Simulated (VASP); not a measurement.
Input for VASP

**INCAR**
```
ENCUT=520   # plane-wave cut-off (eV)
NSW=60   # most ionic steps
SYSTEM=MgO
EDIFF=1E-6
ISIF=3
PREC=Accurate
IBRION=2   # conjugate gradients
ISMEAR=0   # Gaussian
EDIFFG=-0.01   # ionic stop
NELM=100   # most electronic steps
LASPH=T   # aspherical one-centre terms
LCHARG=F
SIGMA=0.05   # width (eV)
LREAL=F   # projection in real space or not
ALGO=Normal   # blocked Davidson
LWAVE=F
GGA=RE   # revPBE
```

**POSCAR**
```
MgO
1
    0.0000000000     2.1050000000     2.1050000000
    2.1050000000     0.0000000000     2.1050000000
    2.1050000000     2.1050000000     0.0000000000
Mg O
1 1
Direct
  0.0000000000   0.0000000000   0.0000000000
  0.5000000000   0.5000000000   0.5000000000
```

File KPOINTS:
```
Automatic mesh
0
Gamma
10 10 10
0 0 0
```

POTCAR, in this order: Mg O (PBE.64 set). Program: vasp_std.

### Question
Translate this revPBE calculation to Quantum ESPRESSO's pw.x.

### Answer
One equivalent input (not run):
```
&CONTROL
  calculation = 'vc-relax'
  pseudo_dir = './pseudo'
  outdir = './out'
  tprnfor = .true.
  tstress = .true.
  nstep = 60
  forc_conv_thr = 0.00039
/
&SYSTEM
  ibrav = 0
  nat = 2
  ntyp = 2
  ecutwfc = 84
  occupations = 'smearing'
  smearing = 'gaussian'
  degauss = 0.003675
  input_dft = 'revpbe'
/
&ELECTRONS
  conv_thr = 7.3e-08
  electron_maxstep = 100
/
&IONS
/
&CELL
/
ATOMIC_SPECIES
  Mg 24.305 Mg.upf
  O 15.999 O.upf
CELL_PARAMETERS angstrom
     0.0000000    2.1050000    2.1050000
     2.1050000    0.0000000    2.1050000
     2.1050000    2.1050000    0.0000000
ATOMIC_POSITIONS crystal
  Mg   0.0000000  0.0000000  0.0000000
  O    0.5000000  0.5000000  0.5000000
K_POINTS automatic
  10 10 10 0 0 0
```
Limits of the translation: the potentials are each code's own (VASP's PAW set, PseudoDojo norm-conserving files in pw.x), so ENCUT and ecutwfc are chosen apart and not converted; conv_thr bounds pw.x's estimated SCF error, while EDIFF bounds the energy change between steps; forc_conv_thr acts on force components and is met together with etot_conv_thr.

The compound is MgO in the rock salt structure. This run relaxes it. Symmetry was kept, so distortions that lower it aren't found.
